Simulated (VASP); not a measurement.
All values below come from LDA (Ceperley-Alder, Perdew-Zunger), VASP's LDA PAW potentials (set 64) (plane waves; VASP 6.6.1).

A VASP calculation is set up with these files.

INCAR:
```
# general
SYSTEM =CuI
PREC   =Accurate
ENCUT  =300
LREAL  =.FALSE.
LASPH  =.TRUE.

# electronic loop
EDIFF  =1E-6   # SCF stop (eV)
NELM   =100
ALGO   =Normal
LMAXMIX=4

# smearing
ISMEAR =-1
SIGMA  =0.02   # width (eV)

# ions
ISIF   =2   # forces and stress, cell fixed

# output
LWAVE  =.FALSE.
LCHARG =.FALSE.
```

POSCAR:
```
CuI
4.2779960
  0.0000000000   0.7071067855   0.7071067855
  0.7071067855   0.0000000000   0.7071067855
  0.7071067855   0.7071067855   0.0000000000
Cu I
1 1
Cart
  0.0000000000   0.0000000000   0.0000000000
  0.3535533928   0.3535533928   0.3535533928
```

**KPOINTS**
```
Automatic mesh
0
Gamma
8 8 8
0 0 0
```

POTCAR, in this order: Cu I (LDA.64 set). Program: vasp_std.

The run wrote:

**OSZICAR**
```
       N       E                     dE             d eps       ncg     rms          rms(c)
DAV:   1     0.903436115491E+02    0.90344E+02   -0.57554E+03   754   0.936E+02
DAV:   2    -0.167293905033E+01   -0.92017E+02   -0.85914E+02   754   0.227E+02
DAV:   3    -0.701180636526E+01   -0.53389E+01   -0.52737E+01  1009   0.640E+01
DAV:   4    -0.719223333223E+01   -0.18043E+00   -0.18036E+00   997   0.117E+01
DAV:   5    -0.719500176557E+01   -0.27684E-02   -0.27681E-02  1016   0.128E+00    0.561E+00
DAV:   6    -0.710463130624E+01    0.90370E-01   -0.41080E+00   784   0.558E+01    0.358E+00
DAV:   7    -0.693383829161E+01    0.17079E+00   -0.91354E-01   814   0.336E+01    0.175E+00
DAV:   8    -0.693328421955E+01    0.55407E-03   -0.63395E-02  1137   0.444E+00    0.502E-01
DAV:   9    -0.692918826622E+01    0.40960E-02   -0.14258E-02   932   0.358E+00    0.242E-01
DAV:  10    -0.692918933620E+01   -0.10700E-05   -0.64662E-04   873   0.186E-01    0.179E-01
DAV:  11    -0.692901304123E+01    0.17629E-03   -0.14939E-03   943   0.125E+00    0.382E-02
DAV:  12    -0.692900922793E+01    0.38133E-05   -0.19994E-04  1082   0.263E-01    0.421E-02
DAV:  13    -0.692900874547E+01    0.48246E-06   -0.29095E-06   796   0.141E-02
   1 F= -.69290087E+01 E0= -.69290087E+01  d E =-.191376E-10
```

File OUTCAR:
```
------------------------ aborting loop because EDIFF is reached ----------------------------------------
  FORCE on cell =-STRESS in cart. coord.  units (eV):
  Direction    XX          YY          ZZ          XY          YZ          ZX
  --------------------------------------------------------------------------------------
  Total       -1.5542309     -1.5542309     -1.5542309      0.0000000      0.0000000      0.0000000
  in kB      -44.9800555    -44.9800555    -44.9800555      0.0000000      0.0000000      0.0000000
  external PRESSURE =     -44.9800555 kB  Pullay stress =       0.0000000 kB
  volume of cell :       55.36
      direct lattice vectors                 reciprocal lattice vectors
     0.000000000  3.025000000  3.025000000    -0.165289256  0.165289256  0.165289256
     3.025000000  0.000000000  3.025000000     0.165289256 -0.165289256  0.165289256
     3.025000000  3.025000000  0.000000000     0.165289256  0.165289256 -0.165289256
  FREE ENERGIE OF THE ION-ELECTRON SYSTEM (eV)
  ---------------------------------------------------
  free  energy   TOTEN  =        -6.9290087455 eV

  energy  without entropy=       -6.9290087454  energy(sigma->0) =       -6.92900875
```
(Selected blocks of OUTCAR.)

**OUTCAR**
```
 val. band max:        4.2364545990   @ k =   0.0000   0.0000   0.0000

 cond. band min:       5.2489413531   @ k =   0.0000   0.0000   0.0000


 Fermi energy:         4.6234883899

 k-point     1 :       0.0000    0.0000    0.0000
  band No.  band energies     occupation
      1      -9.7788      2.00000
      2       0.5816      2.00000
      3       0.5816      2.00000
      4       0.5816      2.00000
      5       2.2907      2.00000
      6       2.2907      2.00000
      7       4.2365      2.00000
      8       4.2365      2.00000
      9       4.2365      2.00000
     10       5.2489      0.00000
     11       9.0965      0.00000
     12       9.0965      0.00000
     13       9.0965      0.00000

 k-point     2 :       0.1250    0.0000    0.0000
  band No.  band energies     occupation
      1      -9.7050      2.00000
      2       0.2884      2.00000
      3       0.5890      2.00000
      4       0.5890      2.00000
      5       2.2847      2.00000
      6       2.2847      2.00000
      7       3.5689      2.00000
      8       4.1162      2.00000
      9       4.1162      2.00000
     10       5.9785      0.00000
     11       8.9761      0.00000
     12       9.3159      0.00000
     13       9.3159      0.00000

 k-point     3 :       0.2500    0.0000    0.0000
  band No.  band energies     occupation
      1      -9.5157      2.00000
      2      -0.4099      2.00000
      3       0.6035      2.00000
      4       0.6035      2.00000
      5       2.2818      2.00000
      6       2.2818      2.00000
      7       2.8874      2.00000
      8       3.8519      2.00000
      9       3.8519      2.00000
     10       6.4270      0.00000
     11       9.6386      0.00000
     12       9.6524      0.00000
     13       9.6524      0.00000

 k-point     4 :       0.3750    0.0000    0.0000
  band No.  band energies     occupation
      1      -9.3077      2.00000
      2      -1.0870      2.00000
      3       0.6131      2.00000
...
```

At this cut-off the stress carries a Pulay error, which pulls relaxed volumes low. Unless said otherwise, spin-orbit coupling is left out, though it shifts the bands of the heavy elements here.

The structure is a typed CuI crystal (F-43m). The cell was not relaxed at this level.
